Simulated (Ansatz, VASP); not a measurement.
# Na2CaMg2TiAl4FeSi16O45 (glassy 67SiO2-8Al2O3-4FeO-8MgO-4CaO-4Na2O-4TiO2 (mol %)) in two plane-wave programs

Wanted: the spread between two codes on one cell, functional and k mesh. Of the first pair: The structure shown is the start of the Ansatz relaxation below; VASP solves that cell, so the two are compared at the walk's first step.

Method: plane waves, with VASP 6.6.1 beside it; single point at PBE, in Ansatz 0.2.0.

### 1. Set-up

The cell holds 72 atoms: 16 Si, 4 Al, 1 Fe, 2 Mg, 1 Ca, 2 Na, 1 Ti and 45 O. Cell: a = 9.823 Å, b = 9.823 Å, c = 9.823 Å, α = 90.0°, β = 90.0°, γ = 90.0°. As first built, before any earlier steps moved the atoms (in the runner's words): 72 atoms (16 Si, 4 Al, 1 Fe, 2 Mg, 1 Ca, 2 Na, 1 Ti, 45 O) placed at random at 2.52 g/cm^3, melted at 3000 K for 20 ps at fixed volume with the Buckingham and Coulomb pair potential of Guillot and Sator (Geochim. Cosmochim. Acta 71, 1249 (2007)) with the boron terms of Wang et al. (J. Non-Cryst. Solids 498, 294 (2018)). Quenched from 3000 K to 300 K at 20 K/ps and fixed volume, held 10 ps at zero pressure.

### 2. Ansatz: relaxation, PBE

Ansatz runs on its default PAW (the set named soft_2) files.

The two programs are compared at the cell with which this relaxation starts, whose forces are those of its first step.

input.yaml reads:

```yaml
crystal:
  lattice:
    - [9.82345, 0.0, 0.0]
    - [0.0, 9.82345, 0.0]
    - [0.0, 0.0, 9.82345]
  atoms:
    - { symbol: Si, position: [0.19933, 0.78244, 0.90468] }
    - { symbol: Si, position: [0.09133, 0.11047, 0.64399] }
    - { symbol: Si, position: [0.91772, 0.92616, 0.83846] }
    - { symbol: Si, position: [0.03101, 0.734, 0.37023] }
    - { symbol: Si, position: [0.77397, 0.57018, 0.46457] }
    - { symbol: Si, position: [0.9004, 0.24094, 0.31419] }
    - { symbol: Si, position: [0.67957, 0.06144, 0.43188] }
    - { symbol: Si, position: [0.35442, 0.38869, 0.86261] }
    - { symbol: Si, position: [0.31888, 0.45372, 0.55479] }
    - { symbol: Si, position: [0.34811, 0.26864, 0.28085] }
    - { symbol: Si, position: [0.54035, 0.15035, 0.91671] }
    - { symbol: Si, position: [0.12272, 0.03493, 0.31843] }
    - { symbol: Si, position: [0.25164, 0.7406, 0.58012] }
    - { symbol: Si, position: [0.46255, 0.86911, 0.05595] }
    - { symbol: Si, position: [0.09005, 0.50149, 0.94447] }
    - { symbol: Si, position: [0.58612, 0.5768, 0.97297] }
    - { symbol: Al, position: [0.00734, 0.42917, 0.66494] }
    - { symbol: Al, position: [0.68546, 0.82881, 0.65882] }
    - { symbol: Al, position: [0.64746, 0.37839, 0.23609] }
    - { symbol: Al, position: [0.09453, 0.4628, 0.23426] }
    - { symbol: Fe, position: [0.81908, 0.39161, 0.01526], spin: 4.0 }
    - { symbol: Mg, position: [0.73497, 0.09958, 0.09355] }
    - { symbol: Mg, position: [0.82667, 0.62982, 0.73908] }
    - { symbol: Ca, position: [0.53642, 0.79551, 0.42054] }
    - { symbol: Na, position: [0.18155, 0.12547, 0.98901] }
    - { symbol: Na, position: [0.69929, 0.31455, 0.69489] }
    - { symbol: Ti, position: [0.41171, 0.01477, 0.63403] }
    - { symbol: O, position: [0.09123, 0.72796, 0.52699] }
    - { symbol: O, position: [0.16414, 0.4682, 0.59525] }
    - { symbol: O, position: [0.44277, 0.50547, 0.93635] }
    - { symbol: O, position: [0.98895, 0.99693, 0.7072] }
    - { symbol: O, position: [0.79496, 0.18118, 0.43615] }
    - { symbol: O, position: [0.66868, 0.24525, 0.95395] }
    - { symbol: O, position: [0.54494, 0.00654, 0.00806] }
    - { symbol: O, position: [0.4233, 0.8526, 0.21835] }
    - { symbol: O, position: [0.18015, 0.63512, 0.97585] }
    - { symbol: O, position: [0.23415, 0.35904, 0.19629] }
    - { symbol: O, position: [0.05342, 0.85207, 0.89939] }
    - { symbol: O, position: [0.27041, 0.10708, 0.27286] }
    - { symbol: O, position: [0.78932, 0.28187, 0.19922] }
    - { symbol: O, position: [0.06709, 0.88, 0.29843] }
    - { symbol: O, position: [0.65462, 0.50397, 0.10953] }
    - { symbol: O, position: [0.51563, 0.85232, 0.67379] }
    - { symbol: O, position: [0.19149, 0.38602, 0.88765] }
    - { symbol: O, position: [0.50061, 0.28748, 0.23141] }
    - { symbol: O, position: [0.69599, 0.67614, 0.56588] }
    - { symbol: O, position: [0.87783, 0.66902, 0.37543] }
    - { symbol: O, position: [0.56053, 0.73715, 0.01279] }
    - { symbol: O, position: [0.66902, 0.47008, 0.38599] }
    - { symbol: O, position: [0.68674, 0.53943, 0.85178] }
    - { symbol: O, position: [0.4022, 0.24568, 0.93097] }
    - { symbol: O, position: [0.73156, 0.93509, 0.52529] }
    - { symbol: O, position: [0.34795, 0.3378, 0.43393] }
    - { symbol: O, position: [0.52942, 0.10747, 0.76357] }
    - { symbol: O, position: [0.87267, 0.03584, 0.94981] }
    - { symbol: O, position: [0.99046, 0.37289, 0.35206] }
    - { symbol: O, position: [0.52343, 0.07523, 0.49072] }
    - { symbol: O, position: [0.23887, 0.73878, 0.74825] }
    - { symbol: O, position: [0.32207, 0.86604, 0.96673] }
    - { symbol: O, position: [0.24634, 0.09205, 0.70616] }
    - { symbol: O, position: [0.09792, 0.08003, 0.48091] }
    - { symbol: O, position: [0.99883, 0.12658, 0.24853] }
    - { symbol: O, position: [0.99346, 0.53431, 0.81957] }
    - { symbol: O, position: [0.00717, 0.45495, 0.08061] }
    - { symbol: O, position: [0.36436, 0.62114, 0.53174] }
    - { symbol: O, position: [0.68451, 0.01942, 0.27529] }
    - { symbol: O, position: [0.3916, 0.40154, 0.69982] }
    - { symbol: O, position: [0.80057, 0.81988, 0.79092] }
    - { symbol: O, position: [0.86634, 0.4921, 0.57948] }
    - { symbol: O, position: [0.12354, 0.61476, 0.29615] }
    - { symbol: O, position: [0.30782, 0.88285, 0.52115] }
    - { symbol: O, position: [0.01472, 0.25191, 0.68155] }
magnetization:
  spin_polarized: true
kpoints:
  mp_grid: { grid: [1, 1, 1] }
hamiltonian:
  xc: pbe
scf:
  occupations: { method: fermi_dirac, width: 0.025 }
  lower_state_search: "off"
output:
  forces: true
relax:
  f_tol: 0.05
  max_steps: 150
  cell: {}
```

Command:

```
ansatz run input.yaml --threads 4 --pin off --max-ram 8192MiB --backend cpu --events-out ev --progress --plain --runs-dir out
```

Numbers of over 12 decimals in the logs are rounded to 6 here.

Output:

```text
Engine: ansatz 0.2.0, x86_64-unknown-linux-gnu
Pseudopotentials: kind: paw
Pseudopotential: Si, paw, valence charge 4, recommended cutoff 420 eV (normal), Si.paw.azcp
Pseudopotential: Al, paw, valence charge 3, recommended cutoff 420 eV (normal), Al.paw.azcp
Pseudopotential: Fe, paw, valence charge 16, recommended cutoff 420 eV (normal), Fe.paw.azcp
Pseudopotential: Mg, paw, valence charge 10, recommended cutoff 420 eV (normal), Mg.paw.azcp
Pseudopotential: Ca, paw, valence charge 10, recommended cutoff 420 eV (normal), Ca.paw.azcp
Pseudopotential: Na, paw, valence charge 9, recommended cutoff 420 eV (normal), Na.paw.azcp
Pseudopotential: Ti, paw, valence charge 12, recommended cutoff 420 eV (normal), Ti.paw.azcp
Pseudopotential: O, paw, valence charge 6, recommended cutoff 420 eV (normal), O.paw.azcp
Functional definition: PBE
  parameter kappa = 0.804
  parameter beta = 0.066725
  exchange = pbe_x(kappa = kappa, mu = beta*pi^2/3)
  correlation = pbe_c(beta = beta)
Crystal: 72 atoms, lattice volume = 947.965 Å³
Basis set: ecut = 420 eV, 18613 PW (Γ), exchange–correlation on 144×144×144 points (8 copies of the dense FFT grid, shifted against one another)
Bands: 285, of which v1, the nominal top of the filled ones, is band 211 counted from 1 (210 counted from 0)
Symmetry: 1 space group operations
Space group: P1 (ITA 1), of the structure as read, at distance tolerance 9.8e-5 Å
Magnetic group: BNS 1.1 (UNI 1), of the structure as read, at distance tolerance 9.8e-5 Å
k-points: 1
Non-local potential: Si, projectors of the file, l = 0: 2, l = 1: 2, l = 2: 2
Non-local potential: Al, projectors of the file, l = 0: 2, l = 1: 2, l = 2: 1
Non-local potential: Fe, projectors of the file, l = 0: 3, l = 1: 2, l = 2: 3, l = 3: 1
Non-local potential: Mg, projectors of the file, l = 0: 3, l = 1: 2, l = 2: 1
Non-local potential: Ca, projectors of the file, l = 0: 3, l = 1: 2, l = 2: 2
Non-local potential: Na, projectors of the file, l = 0: 3, l = 1: 2, l = 2: 1
Non-local potential: Ti, projectors of the file, l = 0: 3, l = 1: 2, l = 2: 3, l = 3: 1
Non-local potential: O, projectors of the file, l = 0: 2, l = 1: 2, l = 2: 1
PAW form: soft (Blöchl's): semilocal exchange-correlation on the pseudo side does not see the compensation charge
PAW one-centre angular grid: Si, 110 points (default); XC on 64 Gauss nodes
PAW one-centre angular grid: Al, 110 points (default); XC on 64 Gauss nodes
PAW one-centre angular grid: Fe, 590 points (default); XC on 64 Gauss nodes
PAW one-centre angular grid: Mg, 110 points (default); XC on 64 Gauss nodes
PAW one-centre angular grid: Ca, 110 points (default); XC on 64 Gauss nodes
PAW one-centre angular grid: Na, 110 points (default); XC on 64 Gauss nodes
PAW one-centre angular grid: Ti, 590 points (default); XC on 64 Gauss nodes
PAW one-centre angular grid: O, 110 points (default); XC on 64 Gauss nodes
Initial density: superposition of atomic densities (chi_scale 0.1, normalization cell, long waves kept (reshape's long-wave potential 0.86 eV rms))
Starting moments: Σ|m| = 4 μB on 1 of 72 sites
Initial wavefunctions: pseudopotential atomic-orbital guess
Functional: x = pbe(κ = 0.804, μ = 0.219515), c = pbe(β = 0.066725)
SCF iter   1: F=—  HF=-53615.427324 eV  |F-HF|=—  |Δ(HF+E_count)|=         —  Δρ=1.27e-1 (↑5.55e-2 ↓1.27e-1)  dr2=3.80e2  dr2_m=1.93e1  M=0.003 μB ∫|m|=0.249 μB  β_m=0.30  ethr=3.10e-3  ⟨swp⟩=7.0  Hψ=2640  notcnv=0  defer=101
preconditioner: auto → Kerker (q_TF=auto, 2.384 Å⁻¹)  [metal: Δε(μ)=0.012 eV  Ē_g=15.219 eV  σ=0.025 eV  W_gap=0.12  n_scr=202 (ndim 8)  ℏωp=23.1 eV  f_vac=0.052  D(μ)=43.07/eV (n_scr^D=388)]
spin=Collinear: Kerker preconditioning applied to the charge; magnetization (m = ρ↑ − ρ↓) channel mixes plain (no charge-response kernel on spin).
SCF iter   2: F=—  HF=-53571.515351 eV  |F-HF|=—  |Δ(HF+E_count)|=    4.39e1  Δρ=5.12e-2 (↑4.37e-2 ↓5.12e-2)  dr2=9.63e1  dr2_m=5.56e-1  M=4.991 μB ∫|m|=5.030 μB  β_m=0.30  ethr=3.10e-3  ⟨swp⟩=4.5  Hψ=1565  notcnv=0  defer=122
preconditioner: auto → Resta (q_TF=auto, 2.384 Å⁻¹)  ε∞=3.4  [insulator: Δε(μ)=0.435 eV  Ē_g=14.896 eV  σ=0.025 eV  W_gap=0.51  n_scr=202 (ndim 8)  ℏωp=23.1 eV  f_vac=0.052  D(μ)=21.33/eV (n_scr^D=122)  ε∞_Penn≈3.4]
spin=Collinear: Resta preconditioning applied to the charge; magnetization (m = ρ↑ − ρ↓) channel mixes plain (no charge-response kernel on spin).
SCF iter   3: F=—  HF=-53558.689294 eV  |F-HF|=—  |Δ(HF+E_count)|=    1.28e1  Δρ=9.07e-2 (↑2.64e-2 ↓9.07e-2)  dr2=1.83e2  dr2_m=1.65e1  M=0.365 μB ∫|m|=0.671 μB  β_m=0.30  ethr=3.10e-3  ⟨swp⟩=3.5  Hψ=1363  notcnv=0  defer=129
SCF iter   4: F=—  HF=-53554.913208 eV  |F-HF|=—  |Δ(HF+E_count)|=    3.78e0  Δρ=3.56e-2 (↑2.80e-2 ↓3.56e-2)  dr2=3.58e1  dr2_m=3.04e-1  M=4.041 μB ∫|m|=5.024 μB  β_m=0.30  ethr=3.10e-3  ⟨swp⟩=4.0  Hψ=1333  notcnv=0  defer=132
[...]
atom  32  O     -0.00610627    -0.00710418     0.00333437
  atom  33  O     -0.00724615    -0.01436263    -0.00548059
  atom  34  O      0.00040320     0.00017898     0.00460766
  atom  35  O      0.00872449    -0.00099815     0.02003704
  atom  36  O      0.00306820    -0.00205509    -0.00377217
  atom  37  O      0.00266190     0.00559379     0.00071229
  atom  38  O      0.00062828     0.01067962     0.00450672
  atom  39  O     -0.00548515     0.00383911     0.00569282
  atom  40  O      0.00251253    -0.00148555    -0.00361090
  atom  41  O      0.00546017     0.00248695     0.00397251
  atom  42  O      0.00668070    -0.01218624     0.01063750
  atom  43  O      0.00748375     0.01637505     0.00619724
  atom  44  O     -0.00041172    -0.00604966     0.00109837
  atom  45  O     -0.00224304    -0.00229219     0.00311522
  atom  46  O     -0.00076198     0.00696419     0.00990775
  atom  47  O     -0.00379712    -0.00160625     0.00396350
  atom  48  O      0.00665554    -0.00687388    -0.01605215
  atom  49  O     -0.00319152    -0.00223284     0.00321542
  atom  50  O     -0.00234528    -0.00385048    -0.00274913
  atom  51  O      0.00416732     0.00181640    -0.00586904
  atom  52  O     -0.00793801    -0.01303686    -0.00106049
  atom  53  O      0.00419399    -0.00339357     0.00770081
  atom  54  O     -0.00823705    -0.01992109    -0.01538950
  atom  55  O     -0.01231755     0.00774731     0.01585207
[...]
atom  65  O      0.00080789    -0.00062943    -0.00407827
  atom  66  O     -0.00320379    -0.00288860    -0.00882913
  atom  67  O      0.00177514    -0.00193033    -0.00581705
  atom  68  O      0.00356671     0.00230505    -0.00704791
  atom  69  O      0.01150226    -0.01131514    -0.00252976
  atom  70  O     -0.00240632    -0.00449548    -0.00319891
  atom  71  O     -0.01306167    -0.00715936    -0.01379527
  atom  72  O      0.00238459     0.00975610     0.00549157
  max |Σ_I F_I| component: 3.10e-5 eV/Å
--- Stress (GPa, compression-positive) ---
        0.007190       0.001849      -0.012299
        0.001852      -0.010436      -0.002516
       -0.012302      -0.002513       0.008672
  P = ⅓ Tr σ = 0.0018 GPa (0.018 kbar)
--- Relaxed structure (38 steps of the walk, 37 accepted, 3 SCFs on fresh bases) ---
  F+E_penalty+E_count = -53556.25865123 eV   max|allowed force component| = 2.004e-2 eV/Å   (the final SCF, on the basis selected at the relaxed cell)
  cell:  # Å, volume = 977.8909 Å³
    - [9.659674, -0.388943, 0.052404]
    - [-0.388943, 9.931884, 0.282108]
    - [0.052404, 0.282108, 10.217393]
  atoms:
    - { symbol: Si, position: [0.194259, 0.751419, 0.865888] }
    - { symbol: Si, position: [0.099696, 0.099356, 0.648770] }
    - { symbol: Si, position: [0.927629, 0.899041, 0.865129] }
    - { symbol: Si, position: [0.039328, 0.753416, 0.347259] }
    - { symbol: Si, position: [0.784778, 0.591733, 0.492057] }
    - { symbol: Si, position: [0.880991, 0.273852, 0.318866] }
    - { symbol: Si, position: [0.682215, 0.061599, 0.419413] }
    - { symbol: Si, position: [0.373300, 0.365432, 0.875387] }
    - { symbol: Si, position: [0.321815, 0.466201, 0.588228] }
    - { symbol: Si, position: [0.327186, 0.307914, 0.326809] }
    - { symbol: Si, position: [0.562954, 0.141738, 0.889799] }
    - { symbol: Si, position: [0.089357, 0.065763, 0.350152] }
    - { symbol: Si, position: [0.271661, 0.746036, 0.557625] }
    - { symbol: Si, position: [0.452404, 0.846621, 0.012850] }
    - { symbol: Si, position: [0.100306, 0.462144, 0.934858] }
    - { symbol: Si, position: [0.582155, 0.577911, 1.002590] }
    - { symbol: Al, position: [0.00751787, 0.408885, 0.659723] }
    - { symbol: Al, position: [0.685699, 0.836598, 0.650936] }
    - { symbol: Al, position: [0.628991, 0.423547, 0.261877] }
    - { symbol: Al, position: [0.088144, 0.486376, 0.231530] }
    - { symbol: Fe, position: [0.805903, 0.374875, 0.00894305] }
    - { symbol: Mg, position: [0.732050, 0.039852, 0.089435] }
    - { symbol: Mg, position: [0.828559, 0.610689, 0.770164] }
    - { symbol: Ca, position: [0.524915, 0.803342, 0.345325] }
    - { symbol: Na, position: [0.197751, 0.083727, 0.949006] }
    - { symbol: Na, position: [0.599174, 0.310472, 0.570247] }
    - { symbol: Ti, position: [0.438140, 0.016340, 0.622914] }
    - { symbol: O, position: [0.126471, 0.727317, 0.480925] }
    - { symbol: O, position: [0.167089, 0.490802, 0.627815] }
    - { symbol: O, position: [0.453008, 0.470004, 0.967608] }
    - { symbol: O, position: [1.028239, 1.009193, 0.775162] }
    - { symbol: O, position: [0.779871, 0.204642, 0.438384] }
    - { symbol: O, position: [0.699972, 0.209660, 0.962553] }
    - { symbol: O, position: [0.548529, -0.00720069, -0.024252] }
    - { symbol: O, position: [0.428279, 0.826842, 0.165336] }
    - { symbol: O, position: [0.206209, 0.598311, 0.927703] }
    - { symbol: O, position: [0.247246, 0.419050, 0.243430] }
    - { symbol: O, position: [0.032589, 0.776098, 0.896133] }
    - { symbol: O, position: [0.239305, 0.155437, 0.325318] }
    - { symbol: O, position: [0.771227, 0.327731, 0.206299] }
    - { symbol: O, position: [0.068072, 0.913945, 0.294253] }
    - { symbol: O, position: [0.609553, 0.567119, 0.158719] }
    - { symbol: O, position: [0.521992, 0.878901, 0.701937] }
    - { symbol: O, position: [0.204286, 0.342318, 0.907455] }
    - { symbol: O, position: [0.485323, 0.306769, 0.275013] }
    - { symbol: O, position: [0.694495, 0.669410, 0.598579] }
    - { symbol: O, position: [0.876401, 0.703374, 0.395051] }
    - { symbol: O, position: [0.539889, 0.728265, -0.047218] }
    - { symbol: O, position: [0.677648, 0.492433, 0.413290] }
    - { symbol: O, position: [0.720005, 0.536633, 0.922597] }
    - { symbol: O, position: [0.418240, 0.214405, 0.922035] }
[...]
- { symbol: O, position: [0.377663, 0.622652, 0.532818] }
    - { symbol: O, position: [0.670023, 0.00996892, 0.272256] }
    - { symbol: O, position: [0.407308, 0.412390, 0.719921] }
    - { symbol: O, position: [0.812532, 0.817710, 0.774073] }
    - { symbol: O, position: [0.869877, 0.502180, 0.601800] }
    - { symbol: O, position: [0.084452, 0.660028, 0.234005] }
    - { symbol: O, position: [0.360981, 0.880574, 0.496334] }
    - { symbol: O, position: [0.031745, 0.241220, 0.655025] }
```

(Continued in part 2 of 3.)

[Lines on the potential files, build, host, timing and source positions are cut from VASP's logs without a mark.]

[Logs are printed without paths, hosts, clocks, repeated set-up lines and the standing remarks that a program may print on its own settings, such as how far it seeks lower states.]

[Hosts, paths, dates, database ids (printed as entryN), source tags and the programs' standing remarks are cut or masked in the printed files.]
